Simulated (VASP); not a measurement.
Given:

```
CsBr
1.0
    4.29159     0.00000     0.00000
    0.00000     4.38984     0.00000
    0.00000     0.00000     4.39283
Cs Br
1 1
Direct
  0.00000   0.00000   0.00000
  0.50734   0.50000   0.50000
```

Computed with PBE GGA, VASP's PBE PAW potentials (set 64) (plane waves; VASP). Settings: EDIFF = 1E-4, 400 eV cut-off, 6×6×6 Γ-centred mesh, Gaussian smearing of 0.050 eV, potentials Cs_sv Br.

Predict the energy per atom (σ→0).

| Item | Result |
|---|---|
| energy per atom (σ→0) | -3.010 eV/atom |

Only differences to runs with the same potentials and settings are physical.

The compound is CsBr in the CsCl type structure. The cell was not relaxed at this level, atoms are displaced from their ideal sites. The run is one of a series of settings (EDIFF = 1E-4 against the base run), some of them coarse on purpose.
